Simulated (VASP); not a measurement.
# RPA total energies of CaO (Lime), part 4 of 6

Aim: total energies of CaO (Lime) from exact exchange and RPA correlation, beside cheaper functionals. The scan starts from a database cell scaled to its smallest volume. The cell is of the rock-salt type. The start is a cell from a database of measured crystal structures.

VASP 6.6.1, plane waves and PAW; the level of theory is named at each step.

So far. Step 15 (Comparison: HSE06, volume ratio 0.97): Its energy is -10.4169 eV an atom, on a zero of its own. Step 16 (Orbitals, volume ratio 1): The run ends at a pressure of 0.82 GPa.

## (17) Exact exchange, volume ratio 1

This step: Hartree-Fock energy on PBE orbitals; plane waves and PAW (Ca_sv_GW, O_GW) (VASP 6.6.1).

Exact exchange at this point.

INCAR

```
SYSTEM = CaO
PREC = Accurate
ENCUT = 560
ISMEAR = 0
SIGMA = 0.05
LREAL = .FALSE.
GGA = PE
NBANDS = 14
ALGO = Eigenval
NELM = 1
LHFCALC = .TRUE.
AEXX = 1
ALDAC = 0
AGGAC = 0
PRECFOCK = Normal
LWAVE = .FALSE.
LCHARG = .FALSE.
```

POSCAR

```
CaO
1.0
    0.0000000000      2.4065000000      2.4065000000
    2.4065000000      0.0000000000      2.4065000000
    2.4065000000      2.4065000000      0.0000000000
Ca O
1 1
Direct
    0.0000000000      0.0000000000      0.0000000000
    0.5000000000      0.5000000000      0.5000000000
```

KPOINTS

```
Automatic mesh
0
Gamma
4 4 4
0 0 0
```

PAW data sets: Ca_sv_GW and O_GW (PBE family, release 64).

The run starts from files that an earlier step left in the folder.

On the command line:

```sh
$ mpirun -np 8 vasp_std
```

The program printed:

```text
[... set-up lines as in an earlier step ...]
 entering main loop
       N       E                     dE             d eps       ncg     rms          rms(c)
EIG:   1    -0.321660E+02   -0.32166E+02    0.00000E+00     0   0.000E+00
   1 F= -.32166027E+02 E0= -.32166027E+02  d E =-.482327E-12
```

The job ended after 11 s (8 MPI ranks of Intel Xeon Platinum 8488C (Sapphire Rapids), shared host; peak memory 0.85 GiB; 54 s of CPU time).

From OUTCAR (step 17):

```text
 POSITION                                       TOTAL-FORCE (eV/Angst)
 -----------------------------------------------------------------------------------
      0.00000      0.00000      0.00000         0.000000     -0.000000      0.000000
      2.40650      2.40650      2.40650        -0.000000      0.000000     -0.000000
 -----------------------------------------------------------------------------------
    total drift:                                0.000000      0.000000      0.000000

  FREE ENERGIE OF THE ION-ELECTRON SYSTEM (eV)
  ---------------------------------------------------
  free  energy   TOTEN  =       -32.1660267569 eV

  energy  without entropy=      -32.1660267569  energy(sigma->0) =      -32.16602676

[... 2 parts as in an earlier step ...]

[... 1 further part left out ...]
[key lines of the parts left out:]
E-fermi :   4.8236
```

The Hartree-Fock energy on these orbitals is -16.0830 eV an atom.

## (18) Empty bands, volume ratio 1

This step: PBE; plane waves and PAW (Ca_sv_GW, O_GW) (VASP 6.6.1).

The empty bands are made again, for the run that follows.

INCAR

```
SYSTEM = CaO
PREC = Accurate
ENCUT = 560
ISMEAR = 0
SIGMA = 0.05
LREAL = .FALSE.
GGA = PE
NBANDS = 864
ALGO = Exact
NELM = 1
LWAVE = .TRUE.
LCHARG = .FALSE.
LOPTICS = .TRUE.
NEDOS = 1000
CSHIFT = 0.1
```

POSCAR is that of step 17.

KPOINTS is that of step 17.

On the command line:

```sh
$ mpirun -np 8 vasp_std
```

The program printed:

```text
[... set-up lines as in an earlier step ...]
 entering main loop
       N       E                     dE             d eps       ncg     rms          rms(c)
DIA:   1    -0.177811E+02   -0.17781E+02    0.00000E+00     0   0.000E+00
   1 F= -.17781105E+02 E0= -.17781105E+02  d E =-.252149E-36
 writing wavefunctions
 optical routines
 imaginary and real dielectric function
 recalculating local potential from charge density
 direction            1
 direction            2
 direction            3
```

The job ended after 9.2 s (8 MPI ranks; peak memory 1.1 GiB).

Parts of OUTCAR (step 18):

```text
  Total        0.1413670      0.1413670      0.1413670      0.0000000      0.0000000      0.0000000
  in kB        8.1258941      8.1258941      8.1258941      0.0000000      0.0000000      0.0000000
  external PRESSURE =       8.1258941 kB  Pullay stress =       0.0000000 kB

 POSITION                                       TOTAL-FORCE (eV/Angst)
 -----------------------------------------------------------------------------------
      0.00000      0.00000      0.00000        -0.000000     -0.000000     -0.000000
      2.40650      2.40650      2.40650         0.000000      0.000000      0.000000
 -----------------------------------------------------------------------------------
    total drift:                                0.000000      0.000000      0.000000

  FREE ENERGIE OF THE ION-ELECTRON SYSTEM (eV)
  ---------------------------------------------------
  free  energy   TOTEN  =       -17.7811048676 eV

  energy  without entropy=      -17.7811048676  energy(sigma->0) =      -17.78110487

[... 2 parts as in an earlier step ...]

[... 1 further part left out ...]
[key lines of the parts left out:]
E-fermi :   5.0313
```

## (19) RPA correlation, volume ratio 1

This step: RPA correlation on PBE orbitals; plane waves and PAW (Ca_sv_GW, O_GW) (VASP 6.6.1).

RPA correlation at this point.

INCAR

```
SYSTEM = CaO
PREC = Accurate
ENCUT = 560
ISMEAR = 0
SIGMA = 0.05
LREAL = .FALSE.
GGA = PE
NBANDS = 864
ALGO = ACFDT
ENCUTGW = 200
NOMEGA = 12
PRECFOCK = Fast
LWAVE = .FALSE.
LCHARG = .FALSE.
```

POSCAR is that of step 18.

KPOINTS is that of step 18.

On the command line:

```sh
$ mpirun -np 8 vasp_std
```

The program printed:

```text
[banner, memory and clock lines left out]
running    8 mpi-ranks, on    1 nodes
[...]
[... a notice as in an earlier step ...]

 LDA part: xc-table for (Slater+PW92), standard interpolation
 found WAVECAR, reading the header
 POSCAR, INCAR and KPOINTS ok, starting setup
[...]
reading WAVECAR
 the WAVECAR file was read successfully
 initial charge from wavefunction
 available memory per node:     63.93 GB, setting MAXMEM to     65463

 The Fermi energy was updated, please check that it is located mid-gap
 values below the HOMO (VB) or above the LUMO (CB) will cause erroneous energies
 E-fermi :   6.4179

 the WAVEDER file was read successfully
 set NWRITE>2 for more details about minimax calculation
 number of imaginary grid points requested:      12
 number of distinct grids requested:  1
 quadrature errors minimized for energies in [ 0.365E+01, 0.588E+03 ]
 bosonic grid (T=0, re) determined with error: 0.7919E-08
 bosonic grid (re): 0.7919E-08
[...]
NQ=   2    0.2500    0.0000    0.0000,
|.........|.........|.........|.........
 performed      10330000 updates of chi_q(r,r)
 total number of BLAS operations       2474.83 Gflops
NQ=   3    0.5000    0.0000    0.0000,
|.........|.........|.........|.........
 performed      15495000 updates of chi_q(r,r)
 total number of BLAS operations       3813.70 Gflops
NQ=   4    0.2500    0.2500    0.0000,
|.........|.........|.........|.........
 performed      20660000 updates of chi_q(r,r)
 total number of BLAS operations       5122.98 Gflops
NQ=   5    0.5000    0.2500    0.0000,
|.........|.........|.........|.........
 performed      25825000 updates of chi_q(r,r)
 total number of BLAS operations       6522.01 Gflops
NQ=   6   -0.2500    0.2500    0.0000,
|.........|.........|.........|.........
 performed      30990000 updates of chi_q(r,r)
 total number of BLAS operations       7860.88 Gflops
NQ=   7    0.5000    0.5000    0.0000,
|.........|.........|.........|.........
 performed      36155000 updates of chi_q(r,r)
 total number of BLAS operations       9352.64 Gflops
NQ=   8   -0.2500    0.5000    0.2500,
|.........|.........|.........|.........
 performed      41320000 updates of chi_q(r,r)
 total number of BLAS operations      10632.66 Gflops
 entering main loop
```

It took 66 s on 8 MPI ranks; peak memory 1.9 GiB; 8.2 min of CPU time.

From OUTCAR (step 19):

```text
      cutoff energy     smooth cutoff   RPA   correlation   Hartree contr. to MP2
---------------------------------------------------------------------------------
            200.000           160.000      -20.0703135446      -31.3439187603
            190.476           152.381      -19.7613793768      -30.9470774590
            181.406           145.125      -19.4453346774      -30.5345617225
            172.768           138.214      -19.1170672412      -30.0986107452
            164.541           131.632      -18.7767366480      -29.6389924526
            156.705           125.364      -18.4257107476      -29.1569634466
            149.243           119.394      -18.0696067759      -28.6596859352
            142.136           113.709      -17.6983795896      -28.1329593329
  linear regression

[... 3 parts as in an earlier step ...]

[... 1 further part left out ...]
[key lines of the parts left out:]
E-fermi :   6.4179
```

The correlation energy is -11.781 eV an atom, +7 meV against the point before. With exact exchange the total is -27.8644 eV an atom.

## (20) Comparison: r2SCAN, volume ratio 1

This step: r2SCAN; plane waves and PAW (Ca_sv_GW, O_GW) (VASP 6.6.1).

The comparison at this point.

INCAR

```
SYSTEM = CaO
PREC = Accurate
ENCUT = 560
EDIFF = 1E-06
NELM = 100
ISMEAR = 0
SIGMA = 0.05
LREAL = .FALSE.
ALGO = Normal
METAGGA = R2SCAN
LASPH = .TRUE.
NBANDS = 14
LWAVE = .FALSE.
LCHARG = .FALSE.
KPAR = 8
```

POSCAR is that of step 19.

KPOINTS is that of step 19.

On the command line:

```sh
$ mpirun -np 8 vasp_std
```

The program printed:

```text
[... set-up lines as in an earlier step ...]
 entering main loop
       N       E                     dE             d eps       ncg     rms          rms(c)
DAV:   1     0.205789E+03    0.20579E+03   -0.82393E+03   224   0.129E+03
DAV:   2    -0.142119E+02   -0.22000E+03   -0.19274E+03   282   0.504E+02
DAV:   3    -0.347605E+02   -0.20549E+02   -0.19718E+02   384   0.167E+02
DAV:   4    -0.352261E+02   -0.46558E+00   -0.46483E+00   312   0.222E+01
[...]
DAV:  13    -0.244597E+02    0.13885E-03   -0.43711E-04   354   0.346E-01    0.729E-02
DAV:  14    -0.244597E+02    0.29090E-05   -0.22619E-05   236   0.549E-02    0.284E-02
DAV:  15    -0.244597E+02    0.24289E-06   -0.58544E-07   154   0.983E-03
   1 F= -.24459745E+02 E0= -.24459745E+02  d E =-.382459E-16
```

It took 12 s on 8 MPI ranks; peak memory 1.2 GiB.

Parts of OUTCAR (step 20):

```text
  Total       -0.3166656     -0.3166656     -0.3166656      0.0000000     -0.0000000      0.0000000
  in kB      -18.2022009    -18.2022009    -18.2022009      0.0000000     -0.0000000      0.0000000
  external PRESSURE =     -18.2022009 kB  Pullay stress =       0.0000000 kB

 POSITION                                       TOTAL-FORCE (eV/Angst)
 -----------------------------------------------------------------------------------
      0.00000      0.00000      0.00000         0.000000      0.000000     -0.000000
      2.40650      2.40650      2.40650        -0.000000     -0.000000      0.000000
 -----------------------------------------------------------------------------------
    total drift:                                0.000000      0.000000      0.000000

  FREE ENERGIE OF THE ION-ELECTRON SYSTEM (eV)
  ---------------------------------------------------
  free  energy   TOTEN  =       -24.4597449710 eV

  energy  without entropy=      -24.4597449710  energy(sigma->0) =      -24.45974497

[... 2 parts as in an earlier step ...]

[... 1 further part left out ...]
[key lines of the parts left out:]
E-fermi :   4.5231
```

Its energy is -12.2299 eV an atom, on a zero of its own.

## (21) Orbitals for comparison: HSE06, volume ratio 1

This step: PBE; plane waves and PAW (Ca_sv_GW, O_GW) (VASP 6.6.1).

Starting orbitals, as before.

INCAR

```
SYSTEM = CaO
PREC = Accurate
ENCUT = 560
EDIFF = 1E-05
NELM = 100
ISMEAR = 0
SIGMA = 0.05
LREAL = .FALSE.
ALGO = Normal
GGA = PE
NBANDS = 14
LORBIT = 11
LWAVE = .TRUE.
LCHARG = .FALSE.
KPAR = 8
```

POSCAR is that of step 20.

KPOINTS is that of step 20.

On the command line:

```sh
$ mpirun -np 8 vasp_std
```

The program printed:

```text
[... set-up lines as in an earlier step ...]
 entering main loop
       N       E                     dE             d eps       ncg     rms          rms(c)
[... 11 cycles as in an earlier step ...]
DAV:  12    -0.177811E+02   -0.14816E-04   -0.47003E-05   284   0.887E-02    0.258E-02
DAV:  13    -0.177811E+02    0.98014E-06   -0.30491E-06   130   0.410E-02
   1 F= -.17781104E+02 E0= -.17781104E+02  d E =-.164387E-12
 writing wavefunctions
```

Run time: 6.4 s. Hardware: 8 MPI ranks; peak memory 1.2 GiB.

Parts of OUTCAR (step 21):

```text
  Total        0.1474531      0.1474531      0.1474531      0.0000000      0.0000000      0.0000000
  in kB        8.4757278      8.4757278      8.4757278      0.0000000      0.0000000      0.0000000
  external PRESSURE =       8.4757278 kB  Pullay stress =       0.0000000 kB

 POSITION                                       TOTAL-FORCE (eV/Angst)
 -----------------------------------------------------------------------------------
      0.00000      0.00000      0.00000         0.000000      0.000000     -0.000000
      2.40650      2.40650      2.40650         0.000000     -0.000000      0.000000
 -----------------------------------------------------------------------------------
    total drift:                                0.000000      0.000000      0.000000

  FREE ENERGIE OF THE ION-ELECTRON SYSTEM (eV)
  ---------------------------------------------------
  free  energy   TOTEN  =       -17.7811044478 eV

  energy  without entropy=      -17.7811044478  energy(sigma->0) =      -17.78110445

[... 2 parts as in an earlier step ...]

[... 1 further part left out ...]
[key lines of the parts left out:]
E-fermi :   4.8295
```

The run ends at a pressure of 0.85 GPa.

## (22) Comparison: HSE06, volume ratio 1

This step: HSE06; plane waves and PAW (Ca_sv_GW, O_GW) (VASP 6.6.1).

The comparison at this point.

INCAR

```
SYSTEM = CaO
PREC = Accurate
ENCUT = 560
EDIFF = 1E-06
NELM = 100
ISMEAR = 0
SIGMA = 0.05
LREAL = .FALSE.
ALGO = Normal
LHFCALC = .TRUE.
AEXX = 0.25
GGA = PE
HFSCREEN = 0.2
LASPH = .TRUE.
NBANDS = 14
PRECFOCK = Fast
LWAVE = .FALSE.
LCHARG = .FALSE.
KPAR = 8
```

POSCAR is that of step 21.

KPOINTS is that of step 21.

The WAVECAR or CHGCAR of an earlier step is read.

On the command line:

```sh
$ mpirun -np 8 vasp_std
```

The program printed:

```text
[... set-up lines as in an earlier step ...]
 entering main loop
       N       E                     dE             d eps       ncg     rms          rms(c)
DAV:   1    -0.208425E+02   -0.20843E+02   -0.26988E-01   320   0.120E+01    0.111E+00
DAV:   2    -0.208368E+02    0.57420E-02   -0.32471E-02   348   0.255E+00    0.563E-01
DAV:   3    -0.208362E+02    0.60180E-03   -0.42659E-03   338   0.755E-01    0.381E-01
DAV:   4    -0.208356E+02    0.61748E-03   -0.76085E-04   284   0.475E-01    0.217E-01
DAV:   5    -0.208354E+02    0.13080E-03   -0.33787E-04   366   0.261E-01    0.128E-01
DAV:   6    -0.208354E+02    0.44757E-04   -0.17748E-05   346   0.754E-02    0.708E-02
DAV:   7    -0.208354E+02    0.12327E-04   -0.83114E-06   372   0.383E-02    0.385E-02
DAV:   8    -0.208354E+02    0.28031E-05   -0.26516E-06   266   0.294E-02    0.223E-02
DAV:   9    -0.208354E+02    0.70949E-06   -0.89890E-07   130   0.183E-02
   1 F= -.20835383E+02 E0= -.20835383E+02  d E =-.136732E-25
```

It took 17 s on 8 MPI ranks; peak memory 1.9 GiB; 1.7 min of CPU time.

From OUTCAR (step 22):

```text
 POSITION                                       TOTAL-FORCE (eV/Angst)
 -----------------------------------------------------------------------------------
      0.00000      0.00000      0.00000        -0.000000      0.000000      0.000000
      2.40650      2.40650      2.40650         0.000000      0.000000      0.000000
 -----------------------------------------------------------------------------------
    total drift:                               -0.000004     -0.000004     -0.000009

  FREE ENERGIE OF THE ION-ELECTRON SYSTEM (eV)
  ---------------------------------------------------
  free  energy   TOTEN  =       -20.8353830316 eV

  energy  without entropy=      -20.8353830316  energy(sigma->0) =      -20.83538303

[... 2 parts as in an earlier step ...]

[... 1 further part left out ...]
[key lines of the parts left out:]
E-fermi :   3.8676
```

Its energy is -10.4177 eV an atom, on a zero of its own.

## (23) Orbitals, volume ratio 1.03

This step: PBE; plane waves and PAW (Ca_sv_GW, O_GW) (VASP 6.6.1).

The same chain follows at a volume ratio of 1.03.

INCAR

```
SYSTEM = CaO
PREC = Accurate
ENCUT = 560
EDIFF = 1E-08
NELM = 100
ISMEAR = 0
SIGMA = 0.05
LREAL = .FALSE.
ALGO = Normal
GGA = PE
NBANDS = 14
LORBIT = 11
LWAVE = .TRUE.
LCHARG = .FALSE.
KPAR = 8
```

POSCAR

```
CaO
1.0
    0.0000000000      2.4303282823      2.4303282823
    2.4303282823      0.0000000000      2.4303282823
    2.4303282823      2.4303282823      0.0000000000
Ca O
1 1
Direct
    0.0000000000      0.0000000000      0.0000000000
    0.5000000000      0.5000000000      0.5000000000
```

KPOINTS is that of step 22.

On the command line:

```sh
$ mpirun -np 8 vasp_std
```

The program printed:

```text
[... set-up lines as in an earlier step ...]
 entering main loop
       N       E                     dE             d eps       ncg     rms          rms(c)
DAV:   1     0.221980E+03    0.22198E+03   -0.77526E+03   224   0.127E+03
DAV:   2    -0.663509E+01   -0.22861E+03   -0.20522E+03   288   0.473E+02
DAV:   3    -0.216487E+02   -0.15014E+02   -0.14706E+02   370   0.144E+02
DAV:   4    -0.218948E+02   -0.24611E+00   -0.24547E+00   306   0.181E+01
[...]
DAV:  14    -0.177780E+02   -0.46764E-07   -0.28129E-07   342   0.921E-03    0.280E-03
DAV:  15    -0.177780E+02   -0.22178E-06   -0.60119E-08   294   0.379E-03    0.330E-03
DAV:  16    -0.177780E+02    0.43055E-08   -0.19677E-09   142   0.743E-04
   1 F= -.17777989E+02 E0= -.17777989E+02  d E =-.703094E-15
 writing wavefunctions
```

The job ended after 4.4 s (8 MPI ranks; peak memory 1.2 GiB; 15 s of CPU time).

OUTCAR, selected parts (step 23):

```text
  Total       -0.3985383     -0.3985383     -0.3985383     -0.0000000     -0.0000000      0.0000000
  in kB      -22.2410767    -22.2410767    -22.2410767     -0.0000000     -0.0000000      0.0000000
  external PRESSURE =     -22.2410767 kB  Pullay stress =       0.0000000 kB

 POSITION                                       TOTAL-FORCE (eV/Angst)
 -----------------------------------------------------------------------------------
      0.00000      0.00000      0.00000         0.000000      0.000000     -0.000000
      2.43033      2.43033      2.43033        -0.000000     -0.000000      0.000000
 -----------------------------------------------------------------------------------
    total drift:                                0.000000      0.000000      0.000000

  FREE ENERGIE OF THE ION-ELECTRON SYSTEM (eV)
  ---------------------------------------------------
  free  energy   TOTEN  =       -17.7779888263 eV

  energy  without entropy=      -17.7779888263  energy(sigma->0) =      -17.77798883

[... 1 part as in an earlier step ...]

[... 2 further parts left out ...]
[key lines of the parts left out:]
E-fermi :   4.6260
```

The run ends at a pressure of -2.22 GPa.

## (24) Exact exchange, volume ratio 1.03

This step: Hartree-Fock energy on PBE orbitals; plane waves and PAW (Ca_sv_GW, O_GW) (VASP 6.6.1).

Exact exchange at this point.

INCAR

```
SYSTEM = CaO
PREC = Accurate
ENCUT = 560
ISMEAR = 0
SIGMA = 0.05
LREAL = .FALSE.
GGA = PE
NBANDS = 14
ALGO = Eigenval
NELM = 1
LHFCALC = .TRUE.
AEXX = 1
ALDAC = 0
AGGAC = 0
PRECFOCK = Normal
LWAVE = .FALSE.
LCHARG = .FALSE.
```

POSCAR is that of step 23.

KPOINTS is that of step 23.

The run starts from files that an earlier step left in the folder.

On the command line:

```sh
$ mpirun -np 8 vasp_std
```

The program printed:

```text
[... set-up lines as in an earlier step ...]
 entering main loop
       N       E                     dE             d eps       ncg     rms          rms(c)
EIG:   1    -0.321701E+02   -0.32170E+02    0.00000E+00     0   0.000E+00
   1 F= -.32170061E+02 E0= -.32170061E+02  d E =-.116365E-15
```

It took 6 s on 8 MPI ranks; peak memory 0.86 GiB; 30 s of CPU time.

OUTCAR, selected parts (step 24):

```text
 POSITION                                       TOTAL-FORCE (eV/Angst)
 -----------------------------------------------------------------------------------
      0.00000      0.00000      0.00000         0.000000      0.000000      0.000000
      2.43033      2.43033      2.43033        -0.000000     -0.000000     -0.000000
 -----------------------------------------------------------------------------------
    total drift:                               -0.000000     -0.000000     -0.000000

  FREE ENERGIE OF THE ION-ELECTRON SYSTEM (eV)
  ---------------------------------------------------
  free  energy   TOTEN  =       -32.1700605126 eV

  energy  without entropy=      -32.1700605126  energy(sigma->0) =      -32.17006051

[... 2 parts as in an earlier step ...]

[... 1 further part left out ...]
[key lines of the parts left out:]
E-fermi :   4.6344
```

The Hartree-Fock energy on these orbitals is -16.0850 eV an atom.

(Continued in part 5 of 6.)

[Long decimals in the printed logs are rounded to 6 places.]

[Lines on the potential files, build, host, timing and source positions are cut from VASP's logs without a mark.]

[Logs are printed without paths, hosts, clocks, repeated set-up lines and the standing remarks that a program may print on its own settings, such as how far it seeks lower states.]

[Hosts, paths, dates, database ids (printed as entryN), source tags and the programs' standing remarks are cut or masked in the printed files.]

[Measured values are set beside computed ones only where the two were judged alike; some that the calculation misses by far are left out.]

[Pressures printed for these runs are not shown converged in the cutoff: they can be off by several GPa and have the wrong sign.]
